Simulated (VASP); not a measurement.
Here is the system:

```xyz
6
Lattice="3.5567 0.0000 0.0000 -1.7783 3.0802 0.0000 0.0000 0.0000 14.9831" Properties=species:S:1:pos:R:3 pbc="T T T"
Te     1.7783     1.0267     5.6786
Te     0.0000     2.0534    13.1701
Te     0.0000     2.0534     9.3045
Te     1.7783     1.0267     1.8130
Mo     1.7783     1.0267    11.2373
Mo     0.0000     2.0534     3.7458
```

Calculation: PBE GGA, VASP's PBE PAW potentials (set 64) (plane waves; VASP). Settings: PREC = Normal, EDIFF = 1E-5, 400 eV cut-off, 10×10×2 Γ-centred mesh, Gaussian smearing of 0.050 eV, potentials Te Mo_sv.

Without a dispersion term in the relaxation, distances and binding between the weakly bound layers, chains or molecules are unreliable, and so is what depends on them.

**Question.** The ions are relaxed. What does this cell relax into?

**Answer.** 
```xyz
6
Lattice="3.5567 0.0000 0.0000 -1.7783 3.0802 0.0000 0.0000 0.0000 14.9831" Properties=species:S:1:pos:R:3 pbc="T T T"
Te     1.7783     1.0267     5.5551
Te     0.0000     2.0534    13.0467
Te     0.0000     2.0534     9.4279
Te     1.7783     1.0267     1.9364
Mo     1.7783     1.0267    11.2373
Mo     0.0000     2.0534     3.7458
```
Space group P6_3/mmc (194), at a tolerance of 0.03 Å.

**Question.** How much energy does the relaxation gain?

**Answer.** The energy (σ→0) changes by -61.1 meV/atom, in 3 ionic steps.

| step | E(σ→0) (eV) | max force (eV/Å) | pressure (GPa) | volume (Å³) |
|---|---|---|---|---|
| 1 | -35.7038 | 1.391 | -5.85 | 164.14 |
| 2 | -35.9880 | 0.700 | -2.96 | 164.14 |
| 3 | -36.0702 | 0.009 | -0.20 | 164.14 |

The compound is MoTe2 in the 2H layered structure. This run relaxes the ions in a fixed cell. Symmetry was kept, so distortions that lower it aren't found.
